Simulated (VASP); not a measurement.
Level of theory: PBEsol GGA, VASP's PBE PAW potentials (set 64) (plane waves; VASP).

Input for VASP

KPOINTS:
```
Automatic mesh
0
Gamma
9 9 5
0 0 0
```

**POSCAR**
```
Cs
1
    5.3538026215     0.0000000000     0.0000000000
   -2.6769013108     4.6365294896     0.0000000000
    0.0000000000     0.0000000000     8.7518654202
Cs
2
Direct
  0.3333330000   0.6666670000   0.2500000000
  0.6666670000   0.3333330000   0.7500000000
```

INCAR:
```
SYSTEM = Cs
PREC = Accurate
ENCUT = 400
EDIFF = 1E-7
NELM = 100
ALGO = Normal
LREAL = .FALSE.
LASPH = .TRUE.
ISMEAR = -5
GGA = PS
LMAXMIX = 4
LWAVE = .FALSE.
LCHARG = .TRUE.
LORBIT = 11
NEDOS = 601
ISIF = 2
```

POTCAR, in this order: Cs_sv (PBE.64 set). Program: vasp_std.

Output of the run:

### OSZICAR
```
       N       E                     dE             d eps       ncg     rms          rms(c)
DAV:   1     0.129758130969E+03    0.12976E+03   -0.54928E+03   936   0.827E+02
DAV:   2     0.152132445343E+02   -0.11454E+03   -0.11147E+03  1454   0.165E+02
DAV:   3    -0.152052169658E+01   -0.16734E+02   -0.16575E+02  1166   0.683E+01
DAV:   4    -0.188593129917E+01   -0.36541E+00   -0.36492E+00  1171   0.121E+01
DAV:   5    -0.188876382919E+01   -0.28325E-02   -0.28294E-02  1261   0.109E+00    0.183E-01
DAV:   6    -0.188820552840E+01    0.55830E-03   -0.26035E-03  1216   0.288E-01    0.125E-01
DAV:   7    -0.188854817389E+01   -0.34265E-03   -0.46833E-03  1216   0.397E-01    0.470E-02
DAV:   8    -0.188870233722E+01   -0.15416E-03   -0.21018E-04  1226   0.920E-02    0.102E-02
DAV:   9    -0.188870805593E+01   -0.57187E-05   -0.15018E-05  1266   0.234E-02    0.416E-03
DAV:  10    -0.188870823240E+01   -0.17647E-06   -0.11619E-06  1226   0.539E-03    0.797E-04
DAV:  11    -0.188870814082E+01    0.91574E-07   -0.55995E-08   998   0.164E-03
   1 F= -.18887081E+01 E0= -.18887081E+01  d E =0.000000E+00
```

### OUTCAR
```
------------------------ aborting loop because EDIFF is reached ----------------------------------------
  FORCE on cell =-STRESS in cart. coord.  units (eV):
  Direction    XX          YY          ZZ          XY          YZ          ZX
  --------------------------------------------------------------------------------------
  Total        0.0098351      0.0098351     -0.0409690     -0.0000000     -0.0000000      0.0000000
  in kB        0.0725324      0.0725324     -0.3021411     -0.0000000     -0.0000000      0.0000000
  external PRESSURE =      -0.0523588 kB  Pullay stress =       0.0000000 kB
  volume of cell :      217.25
      direct lattice vectors                 reciprocal lattice vectors
     5.353802621  0.000000000  0.000000000     0.186783128  0.107839280  0.000000000
    -2.676901311  4.636529490  0.000000000     0.000000000  0.215678559  0.000000000
     0.000000000  0.000000000  8.751865420     0.000000000  0.000000000  0.114261355
 POSITION                                       TOTAL-FORCE (eV/Angst)
 -----------------------------------------------------------------------------------
     -0.00000      3.09102      2.18797        -0.000000     -0.000000      0.000000
      2.67690      1.54551      6.56390         0.000000      0.000000      0.000000
 -----------------------------------------------------------------------------------
    total drift:                               -0.001382      0.000798     -0.000378
  FREE ENERGIE OF THE ION-ELECTRON SYSTEM (eV)
  ---------------------------------------------------
  free  energy   TOTEN  =        -1.8887081408 eV

  energy  without entropy=       -1.8887081408  energy(sigma->0) =       -1.88870814

 total charge

# of ion       s       p       d       tot
------------------------------------------
    1        1.875   4.671   0.010   6.556
    2        1.875   4.671   0.010   6.556
--------------------------------------------------
tot          3.750   9.341   0.021  13.112
```
(Selected blocks of OUTCAR.)

For a metal the tetrahedron method with Blöchl corrections gives inexact stress and forces.

The structure was generated: Cs was put into the hcp type (P6_3/mmc), which need not be its known phase. It was relaxed first.
